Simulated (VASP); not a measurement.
OSZICAR of a VASP run on BN (hex):

File OSZICAR:
```
       N       E                     dE             d eps       ncg     rms          rms(c)
DAV:   1     0.543541422785E+02    0.54354E+02   -0.84227E+03  1008   0.126E+03
DAV:   2    -0.432878680439E+02   -0.97642E+02   -0.87936E+02  1536   0.263E+02
DAV:   3    -0.475887455609E+02   -0.43009E+01   -0.42688E+01  1300   0.582E+01
DAV:   4    -0.476346552849E+02   -0.45910E-01   -0.45891E-01  1220   0.651E+00
DAV:   5    -0.476353249273E+02   -0.66964E-03   -0.66957E-03  1284   0.781E-01    0.108E+01
DAV:   6    -0.405481918618E+02    0.70871E+01   -0.78953E+00  1168   0.229E+01    0.524E+00
DAV:   7    -0.387774045791E+02    0.17708E+01   -0.60230E-01  1260   0.958E+00    0.293E+00
DAV:   8    -0.406801734960E+02   -0.19028E+01   -0.21877E+00  1128   0.137E+01    0.195E+00
DAV:   9    -0.393915697454E+02    0.12886E+01   -0.93511E-01  1016   0.107E+01    0.834E-01
DAV:  10    -0.394537393833E+02   -0.62170E-01   -0.26478E-02  1264   0.184E+00    0.803E-01
DAV:  11    -0.391126371161E+02    0.34110E+00   -0.14790E-01  1056   0.570E+00    0.113E+00
DAV:  12    -0.391838880815E+02   -0.71251E-01   -0.12328E-01  1064   0.362E+00    0.908E-01
DAV:  13    -0.392536998339E+02   -0.69812E-01   -0.10246E-01  1016   0.495E+00    0.118E+00
DAV:  14    -0.392856216535E+02   -0.31922E-01   -0.13131E-02  1060   0.153E+00    0.104E+00
DAV:  15    -0.392829048687E+02    0.27168E-02   -0.20066E-03  1332   0.451E-01    0.883E-01
DAV:  16    -0.392835543072E+02   -0.64944E-03   -0.19735E-02  1032   0.156E+00    0.227E-01
DAV:  17    -0.392841018535E+02   -0.54755E-03   -0.84512E-04  1192   0.345E-01    0.242E-01
DAV:  18    -0.392840977377E+02    0.41158E-05   -0.13879E-05  1208   0.527E-02    0.229E-01
DAV:  19    -0.392842544598E+02   -0.15672E-03   -0.16165E-03  1064   0.405E-01    0.872E-02
DAV:  20    -0.392842691602E+02   -0.14700E-04   -0.17006E-04  1056   0.179E-01    0.352E-02
DAV:  21    -0.392842873240E+02   -0.18164E-04   -0.19500E-05  1240   0.516E-02    0.242E-02
DAV:  22    -0.392843105338E+02   -0.23210E-04   -0.59692E-06  1072   0.305E-02    0.141E-02
DAV:  23    -0.392843394972E+02   -0.28963E-04   -0.12214E-05  1096   0.453E-02    0.304E-03
DAV:  24    -0.392843450620E+02   -0.55648E-05   -0.14488E-06  1248   0.148E-02    0.692E-03
DAV:  25    -0.392843525540E+02   -0.74920E-05   -0.54648E-07  1104   0.966E-03    0.567E-03
DAV:  26    -0.392843531958E+02   -0.64175E-06   -0.94478E-07  1092   0.120E-02    0.193E-03
DAV:  27    -0.392843524658E+02    0.72993E-06   -0.10807E-07   780   0.407E-03    0.663E-04
DAV:  28    -0.392843520496E+02    0.41629E-06   -0.19505E-08   588   0.147E-03    0.399E-04
DAV:  29    -0.392843519785E+02    0.71096E-07   -0.11280E-08   580   0.120E-03
   1 F= -.39284352E+02 E0= -.39284352E+02  d E =-.392844E+02
       N       E                     dE             d eps       ncg     rms          rms(c)
DAV:   1    -0.393652301004E+02   -0.80878E-01   -0.30615E+00  1008   0.159E+01    0.108E+00
DAV:   2    -0.393189670585E+02    0.46263E-01   -0.54582E-02  1092   0.265E+00    0.640E-01
DAV:   3    -0.392855156595E+02    0.33451E-01   -0.67921E-02  1184   0.328E+00    0.131E-01
DAV:   4    -0.393060575567E+02   -0.20542E-01   -0.27336E-02  1012   0.262E+00    0.799E-02
DAV:   5    -0.392993490330E+02    0.67085E-02   -0.16490E-02  1016   0.214E+00    0.423E-02
DAV:   6    -0.393065881438E+02   -0.72391E-02   -0.66037E-03  1008   0.129E+00    0.185E-02
DAV:   7    -0.393065887912E+02   -0.64741E-06   -0.36516E-04  1140   0.285E-01    0.261E-02
DAV:   8    -0.393067417840E+02   -0.15299E-03   -0.12637E-04  1016   0.173E-01    0.762E-03
DAV:   9    -0.393067447427E+02   -0.29588E-05   -0.15512E-05  1200   0.542E-02    0.495E-03
DAV:  10    -0.393067591912E+02   -0.14448E-04   -0.14778E-05  1028   0.576E-02    0.199E-03
DAV:  11    -0.393067568991E+02    0.22921E-05   -0.83863E-07  1204   0.144E-02    0.197E-03
DAV:  12    -0.393067573916E+02   -0.49243E-06   -0.23265E-07  1048   0.825E-03    0.125E-03
DAV:  13    -0.393067602575E+02   -0.28659E-05   -0.47058E-07  1048   0.108E-02    0.651E-04
DAV:  14    -0.393067604268E+02   -0.16930E-06   -0.29441E-08   780   0.283E-03    0.267E-04
DAV:  15    -0.393067604466E+02   -0.19870E-07   -0.18024E-09   568   0.536E-04
   2 F= -.39306760E+02 E0= -.39306760E+02  d E =-.224085E-01
       N       E                     dE             d eps       ncg     rms          rms(c)
DAV:   1    -0.393068215495E+02   -0.61123E-04   -0.22753E-03  1012   0.437E-01    0.295E-02
DAV:   2    -0.393067818050E+02    0.39745E-04   -0.43183E-05  1084   0.731E-02    0.174E-02
DAV:   3    -0.393067528382E+02    0.28967E-04   -0.58229E-05  1152   0.104E-01    0.350E-03
DAV:   4    -0.393067767804E+02   -0.23942E-04   -0.30359E-05  1020   0.949E-02    0.211E-03
DAV:   5    -0.393067663241E+02    0.10456E-04   -0.12536E-05  1008   0.611E-02    0.935E-04
DAV:   6    -0.393067737533E+02   -0.74291E-05   -0.34086E-06  1040   0.307E-02    0.391E-04
DAV:   7    -0.393067726615E+02    0.10918E-05   -0.32410E-07  1040   0.798E-03    0.458E-04
DAV:   8    -0.393067725922E+02    0.69249E-07   -0.60010E-08   744   0.382E-03
   3 F= -.39306773E+02 E0= -.39306773E+02  d E =-.224206E-01
```

Q: Which electronic solver shows in the log?

A: It is blocked Davidson (ALGO = Normal, or the opening steps of other solvers). The INCAR had ALGO = Normal.

Q: Can the final energy be trusted as converged?

A: Self-consistency was reached. It stopped with EDIFF = 1E-7, NELM = 100, NSW = 30 and EDIFFG = -0.01 after 3 ionic steps (SCAN meta-GGA, plane waves, VASP's PBE PAW potentials (set 64)).

The compound is BN in the hex structure. This cell is one point of a volume scan, at 1.03 of the reference volume. Symmetry was kept, so distortions that lower it aren't found.
